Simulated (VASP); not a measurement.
Input:

CdS has the cubic space group F-43m (No. 216), the zinc blende structure, Pearson symbol cF8. Lattice parameters: a = 5.886 Å, b = 5.886 Å, c = 5.886 Å, α = 90.00°, β = 90.00°, γ = 90.00°. Cd on 4a sees 4 S at 2.549 Å (tetrahedral). S on 4d is coordinated by 4 Cd at 2.549 Å (tetrahedral). (Neighbours: up to the widest gap in distance over summed covalent radii, below 1.35, at either atom; cation-cation and far metal-metal contacts left out.)
(The calculation used a cell of 2 atoms; values per cell refer to that cell.)

Level of theory: optB86b-vdW, VASP's PBE PAW potentials (set 64) (plane waves; VASP 6.6.1). Numerical set-up: 520 eV cut-off, 8×8×8 Γ-centred mesh, Gaussian smearing of 0.050 eV, potentials Cd S.

Q: Give the energy at these volumes per atom, relative to the lowest: 23.95, 24.72, 25.48, 26.24, 27.01 Å³.

A: 19.0, 4.6, 0.0, 3.8, 14.5 meV/atom. A third-order Birch-Murnaghan fit gives B0 = 57.8 GPa and B0′ = 4.6.

Measured: a 5.832 Å (computed value off by +0.9 %), as given by arXiv:1206.3780. The calculation is for a static lattice, while the measured a holds thermal and zero-point effects, which are part of the difference.

The compound is CdS in the zinc blende structure, a metastable form; wurtzite is the usual one. It was relaxed first.
